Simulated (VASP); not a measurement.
# MnRuN2 (P-3m1) in VASP: relaxation of cell and atoms with PBE

Aim: the relaxation of cell and atoms of MnRuN2 with PBE.

Program: VASP 6.6.1. These are calculated values, not measurements. Logs are shortened: lines on timing, memory, paths and dates and some standing lists are left out, and cuts for length are marked.

## Step 1: The structure

It takes space group P-3m1 (No. 164, trigonal). Conventional cell: a = 3.185 Å, b = 3.185 Å, c = 4.417 Å, α = 90.00°, β = 90.00°, γ = 120.00°. Mn (site symmetry -3m) has 6 N at 2.12 Å and 2 Ru at 2.21 Å as nearest neighbours. Ru (site symmetry -3m) is surrounded by 6 N at 2.17 Å and 2 Mn at 2.21 Å. N (site symmetry 3m) has 3 Mn at 2.12 Å and 3 Ru at 2.17 Å as nearest neighbours.

The cell was built by a generator and needn't be a form met in nature.

## Step 2: Relaxation of cell and atoms, PBE, collinear spin, ferromagnetic start

INCAR reads:

```
SYSTEM = MnRuN2
PREC = Normal ; ENCUT = 520
EDIFF = 1E-4 ; ISMEAR = 0
SIGMA = 0.15 ; LREAL = .FALSE.
LASPH = .TRUE. ; NELM = 60
ALGO = Fast ; ISIF = 3
LWAVE = .FALSE. ; LCHARG = .FALSE.
ISPIN = 2 ; MAGMOM = 4 1 0 0
LORBIT = 11 ; LMAXMIX = 4
GGA = PE ; IBRION = 2
NSW = 24 ; EDIFFG = -0.08
```

KPOINTS reads:

```
Automatic mesh
0
G
  6 6 4
  0 0 0
```

POSCAR reads:

```
MnRuN2
1.0
    3.1848163300      0.0000000000      0.0000000000
   -1.5924081700      2.7581318500      0.0000000000
    0.0000000000      0.0000000000      4.4170506000
Mn Ru N
1 1 2
Direct
    0.0000000000      0.0000000000      0.5000000000
    0.0000000000      0.0000000000      0.0000000000
    0.6666666700      0.3333333300      0.2597459900
    0.3333333300      0.6666666700      0.7402540100
```

Potentials or basis: VASP PAW PBE potentials, release 64 (Mn_pv, Ru_pv, N).

Started as:

```bash
$ cat potpaw_PBE.64/Mn_pv/POTCAR potpaw_PBE.64/Ru_pv/POTCAR potpaw_PBE.64/N/POTCAR > POTCAR
$ mpirun -np 1 vasp_std > vasp.out
```

OUTCAR:

```text
SYSTEM = MnRuN2
   PREC = Normal
   ENCUT = 520
   EDIFF = 1E-4
   ISMEAR = 0
   LREAL = .FALSE.
   LASPH = .TRUE.
   NELM = 60
   ISIF = 3
   ISPIN = 2
   LORBIT = 11
   GGA = PE
   IBRION = 2
   NSW = 24
   EDIFFG = -0.08

 ion  position               nearest neighbor table
   1  0.000  0.000  0.500-   3 2.12   4 2.12   3 2.12   4 2.12   3 2.12   4 2.12   2 2.21   2 2.21

   2  0.000  0.000  0.000-   3 2.17   4 2.17   3 2.17   4 2.17   3 2.17   4 2.17   1 2.21   1 2.21

   3  0.667  0.333  0.260-   1 2.12   1 2.12   1 2.12   2 2.17   2 2.17   2 2.17
   4  0.333  0.667  0.740-   1 2.12   1 2.12   1 2.12   2 2.17   2 2.17   2 2.17

  LATTYP: Found a hexagonal cell.
 ALAT       =     3.1848163300
 C/A-ratio  =     1.3869090529

  Lattice vectors:

 A1 = (   3.1848163300,   0.0000000000,   0.0000000000)
 A2 = (  -1.5924081700,   2.7581318500,   0.0000000000)
 A3 = (   0.0000000000,   0.0000000000,   4.4170506000)

Analysis of symmetry for initial positions (statically):
=====================================================================
 Subroutine PRICEL returns:
 Original cell was already a primitive cell.

 Routine SETGRP: Setting up the symmetry group for a
 hexagonal supercell.

 Subroutine GETGRP returns: Found 12 space group operations
 (whereof 12 operations were pure point group operations)
 out of a pool of 24 trial point group operations.

The static configuration has the point symmetry D_3d.

Analysis of symmetry for dynamics (positions and initial velocities):
=====================================================================
 Subroutine PRICEL returns:
 Original cell was already a primitive cell.

 Routine SETGRP: Setting up the symmetry group for a
 hexagonal supercell.

 Subroutine GETGRP returns: Found 12 space group operations
 (whereof 12 operations were pure point group operations)
 out of a pool of 24 trial point group operations.

The dynamic configuration has the point symmetry D_3d.

Analysis of structural, dynamic, and magnetic symmetry:
=====================================================================
 Subroutine PRICEL returns:
 Original cell was already a primitive cell.

 Routine SETGRP: Setting up the symmetry group for a
 hexagonal supercell.

 Subroutine GETGRP returns: Found 12 space group operations
 (whereof 12 operations were pure point group operations)
 out of a pool of 24 trial point group operations.

The overall configuration has the point symmetry D_3d.

 Subroutine INISYM returns: Found 12 space group operations
 (whereof 12 operations are pure point group operations),
 and found     1 'primitive' translations

----------------------------------------------------------------------------------------

                                     Primitive cell

  volume of cell :      38.8000

  direct lattice vectors                    reciprocal lattice vectors
     3.184816330  0.000000000  0.000000000     0.313989849  0.181282125  0.000000000
    -1.592408170  2.758131850  0.000000000     0.000000000  0.362564248  0.000000000
     0.000000000  0.000000000  4.417050600     0.000000000  0.000000000  0.226395414

  length of vectors
     3.184816330  3.184816334  4.417050600     0.362564248  0.362564248  0.226395414

  position of ions in fractional coordinates (direct lattice)
     0.000000000  0.000000000  0.500000000
     0.000000000  0.000000000  0.000000000
     0.666666670  0.333333330  0.259745990
     0.333333330  0.666666670  0.740254010

  ion indices of the primitive-cell ions
   primitive index   ion index
                 1           1
                 2           2
                 3           3
                 4           4

----------------------------------------------------------------------------------------

 KPOINTS: Automatic mesh

Automatic generation of k-mesh.
 Grid dimensions read from file:
 generate k-points for:    6    6    4

 Generating k-lattice:

  Cartesian coordinates                     Fractional coordinates (reciprocal lattice)
     0.052331642  0.030213687  0.000000000     0.166666667  0.000000000  0.000000000
     0.000000000  0.060427375  0.000000000     0.000000000  0.166666667  0.000000000
     0.000000000  0.000000000  0.056598854     0.000000000  0.000000000  0.250000000

  Length of vectors
     0.060427375  0.060427375  0.056598854

  Shift w.r.t. Gamma in fractional coordinates (k-lattice)
     0.000000000  0.000000000  0.000000000

 Subroutine IBZKPT returns following result:
 ===========================================

 Found     24 irreducible k-points:

 Following reciprocal coordinates:
            Coordinates               Weight
  0.000000  0.000000  0.000000      1.000000
  0.166667  0.000000  0.000000      6.000000
  0.333333  0.000000  0.000000      6.000000
  0.500000  0.000000  0.000000      3.000000
  0.166667  0.166667  0.000000      6.000000
  0.333333  0.166667  0.000000     12.000000
[... 16 lines left out ...]
  0.333333  0.166667  0.500000     12.000000
  0.333333  0.333333  0.500000      2.000000
   k-points           NKPTS =     24   k-points in BZ     NKDIM =     24   number of bands    NBANDS=     25
   number of dos      NEDOS =    301   number of ions     NIONS =      4
   total plane-waves  NPLWV =   9072
   dimension x,y,z NGX =    18 NGY =   18 NGZ =   28
   dimension x,y,z NGXF=    36 NGYF=   36 NGZF=   56
   ions per type =               1   1   2
   NGX,Y,Z   is equivalent  to a cutoff of   9.40,  9.40, 10.54 a.u.
   NGXF,Y,Z  is equivalent  to a cutoff of  18.79, 18.79, 21.08 a.u.
 SYSTEM =  MnRuN2
   PREC   = normal    normal or accurate (medium, high low for compatibility)
   ISTART =      0    job   : 0-new  1-cont  2-samecut
   ICHARG =      2    charge: 1-file 2-atom 10-const
   ISPIN  =      2    spin polarized calculation?
   LNONCOLLINEAR =      F non collinear calculations
   LSORBIT =      F    spin-orbit coupling
   LASPH  =      T    aspherical Exc in radial PAW
   ENCUT  =  520.0 eV  38.22 Ry    6.18 a.u.   5.92  5.92  8.21*2*pi/ulx,y,z
   NELM   =     60;   NELMIN=  2; NELMDL= -5     # of ELM steps
   EDIFF  = 0.1E-03   stopping-criterion for ELM
   LREAL  =      F    real-space projection
   EDIFFG = -.8E-01   stopping-criterion for IOM
   NSW    =     24    number of steps for IOM
   IBRION =      2    ionic relax: 0-MD 1-quasi-New 2-CG
   NFREE  =      1    steps in history (QN), initial steepest desc. (CG)
   ISIF   =      3    stress and relaxation
   ISYM   =      2    0-nonsym 1-usesym 2-fastsym
   POTIM  = 0.5000    time-step for ionic-motion
   TEBEG  =    0.0;   TEEND  =   0.0 temperature during run
   PSTRESS=    0.0 pullay stress
   NELECT =      37.0000    total number of electrons
   NUPDOWN=      -1.0000    fix difference up-down
   EMIN   =  10.00;   EMAX   =-10.00  energy-range for DOS
   EFERMI =   0.00;   METHOD = LEGACY
   ISMEAR =     0;   SIGMA  =   0.15  broadening in eV -4-tet -1-fermi 0-gaus
   EFERMI_NEDOS =   21; number of points for ismear=-14 and -15
   IALGO  =     68    algorithm
   IMIX   =      4    mixing-type and parameters
     AMIX     =   0.40;   BMIX     =  1.00
     AMIX_MAG =   1.60;   BMIX_MAG =  1.00
  volume/ion in A,a.u.               =       9.70        65.46
  Fermi-wavevector in a.u.,A,eV,Ry     =   1.611381  3.045068 35.328175  2.596548
  Thomas-Fermi vector in A             =   2.706780
   LORBIT       =     11    0 simple, 1 ext, 2 COOP (PROOUT), +10 PAW based schemes
   GGA     = PE    functional components
   LHFCALC =     F    Hartree Fock is set to
   AEXX    =    0.0000 exact exchange contribution
   IVDW    =     0    specifies the selected vdW correction
   LEPSILON=     F    determine dielectric tensor
   LRPA    =     F    only Hartree local field effects (RPA)
 conjugate gradient relaxation of ions
 spin polarized calculation
 RMM-DIIS sequential band-by-band and
 Gauss-broadening in eV      SIGMA  =   0.15
  energy-cutoff  :      520.00
  volume of cell :       38.80
 maximum number of plane-waves:      1064
   NGX = 11   NGY = 11   NGZ = 17

--------------------------------------- Ionic step        1  -------------------------------------------

 number of electron      37.0000056 magnetization       1.9739434

 Free energy of the ion-electron system (eV)
  ---------------------------------------------------
  ext. energy  EPLUGINS =         0.00000000
  ---------------------------------------------------
  free energy    TOTEN  =       -32.77472134 eV

  energy without entropy =      -32.74394446  energy(sigma->0) =      -32.75933290

------------------------ aborting loop because EDIFF is reached ----------------------------------------

  FORCE on cell =-STRESS in cart. coord.  units (eV):
  Direction    XX          YY          ZZ          XY          YZ          ZX
  --------------------------------------------------------------------------------------
  -------------------------------------------------------------------------------------
  Total       -5.0173404     -5.0173404     11.7402807      0.0000000      0.0000000     -0.0000000
  in kB     -207.1821617   -207.1821620    484.7940433      0.0000004      0.0000000     -0.0000000
  external PRESSURE =      23.4765732 kB  Pullay stress =       0.0000000 kB
[... 95 lines left out ...]
  FREE ENERGIE OF THE ION-ELECTRON SYSTEM (eV)
  ---------------------------------------------------
  free  energy   TOTEN  =       -34.0442114250 eV

  energy  without entropy=      -34.0011714799  energy(sigma->0) =      -34.02269145

[... ionic steps 4 to 10 ...]

--------------------------------------- Ionic step       11  -------------------------------------------

 number of electron      37.0000057 magnetization       0.0099496

------------------------ aborting loop because EDIFF is reached ----------------------------------------
[... 73 lines left out ...]
--------------------------------------- Ionic step       13  -------------------------------------------

 number of electron      37.0000063 magnetization      -0.0300197

 Free energy of the ion-electron system (eV)
  ---------------------------------------------------
  ext. energy  EPLUGINS =         0.00000000
  ---------------------------------------------------
  free energy    TOTEN  =       -33.93533497 eV

  energy without entropy =      -33.87683773  energy(sigma->0) =      -33.90608635

 E-fermi :  11.7008     XC(G=0): -13.9157

 val. band max:       11.6911309560   @ k =   0.3333   0.0000   0.0000
 cond. band min:      11.7118015328   @ k =   0.3333   0.0000   0.0000
 fundamental gap:      0.0206705768
 Fermi energy:        11.7007959005

 spin component 1

 k-point     1 :       0.0000    0.0000    0.0000
  band No.  band energies     occupation
      1     -37.2661      1.00000
      2     -36.8706      1.00000
      3     -36.8706      1.00000
      4     -32.4937      1.00000
      5     -31.8706      1.00000
      6     -31.8706      1.00000
[... 661 lines left out ...]
     24      15.8063      0.00000
     25      21.5552      0.00000
 Fermi energy:        11.7007959005

 spin component 2

 k-point     1 :       0.0000    0.0000    0.0000
  band No.  band energies     occupation
      1     -37.2906      1.00000
      2     -36.9123      1.00000
      3     -36.9123      1.00000
      4     -32.4931      1.00000
      5     -31.8695      1.00000
      6     -31.8695      1.00000
[... 692 lines left out ...]
  FREE ENERGIE OF THE ION-ELECTRON SYSTEM (eV)
  ---------------------------------------------------
  free  energy   TOTEN  =       -33.9353349714 eV

  energy  without entropy=      -33.8768377299  energy(sigma->0) =      -33.90608635

 reached required accuracy - stopping structural energy minimisation

 total charge

# of ion       s       p       d       tot
------------------------------------------
    1        0.320   6.404   5.225  11.949
    2        0.312   6.314   6.018  12.644
    3        1.244   2.419   0.000   3.663
    4        1.244   2.419   0.000   3.663
--------------------------------------------------
tot          3.120  17.555  11.244  31.918

 magnetization (x)

# of ion       s       p       d       tot
------------------------------------------
    1       -0.000  -0.000  -0.061  -0.062
    2       -0.000  -0.000   0.003   0.002
    3       -0.000  -0.002   0.000  -0.002
    4       -0.000  -0.002   0.000  -0.002
--------------------------------------------------
tot         -0.001  -0.004  -0.058  -0.063
```

Run time: 2.2 min. Hardware: 1 thread of Intel Xeon 6975P-C (Granite Rapids), shared host; peak memory 0.17 GiB.

Results:

- Free energy: -33.9353 eV
- Relaxed volume: 8.88 Å³/atom
- Relaxed cell: a = 2.818 Å, b = 2.818 Å, c = 5.163 Å, α = 90.00°, β = 90.00°, γ = 120.00°
- Space group after relaxing (to 0.05 Å): P-3m1 (No. 164)
- Energy gained by relaxing: 290.2 meV/atom
- Ionic steps: 13
- Pressure after relaxing: -1.0 GPa
- Largest force after relaxing: 0.005 eV/Å
- Band gap on the k mesh: none (metal or under the smearing width)
- Net moment: -0.03 μB per cell
- Site moments: Mn -0.06; Ru +0.00; N -0.00 μB
- Valence electrons inside the program's atomic spheres: Mn 11.95; Ru 12.64; N 3.66

Forces in eV/Å, atoms in the order of the input:
```
Mn   0.000  0.000  0.000
Ru   0.000  0.000  0.000
N    0.000  0.000  0.005
N    0.000  0.000 -0.005
```

Stress tensor (GPa, compression positive):
```
-0.76  0.00  0.00
 0.00 -0.76  0.00
 0.00  0.00 -1.42
```

Step by step:
```
step  energy change (eV)  largest force (eV/Å)  pressure (GPa)  volume (Å³)
   1              0.0000                0.0465            2.35        38.80
   2             -1.2033                0.2750          -12.31        39.10
   3             -1.2695                0.4886          -14.79        39.00
   4             -1.0585                0.7143           14.03        34.00
   5             -1.1133                0.7197          -10.47        36.09
   6             -1.1194                0.7412            3.61        35.11
   7             -1.1225                0.7383            1.17        35.34
   8             -1.1230                0.7419            0.66        35.42
   9             -1.1232                0.7380            0.31        35.51
  10             -1.1576                0.1258            1.58        35.27
  11             -1.1582                0.0524            2.70        35.24
  12             -1.1531                0.0672           -5.09        35.99
  13             -1.1606                0.0053           -0.98        35.51
```

Final structure:
```
Mn Ru N
1.0
     2.81809    0.00000    0.00000
    -1.40904    2.44054    0.00000
     0.00000    0.00000    5.16263
Mn Ru N
1 1 2
Cartesian
  0.0000 0.0000 2.5813
  0.0000 0.0000 0.0000
  1.4090 0.8135 1.4059
  0.0000 1.6270 3.7567
```

Caveat: the k mesh is coarse (spacing up to 0.38 Å⁻¹), so the values aren't converged; the moment fell far below its start of 4 μB, so a state of higher moment may lie lower in energy; the relaxation stopped at a loose force limit of 0.08 eV/Å, so its end isn't a converged minimum. With open d or f shells a metallic result of PBE can be an artefact of self-interaction; +U or a hybrid may open a gap.
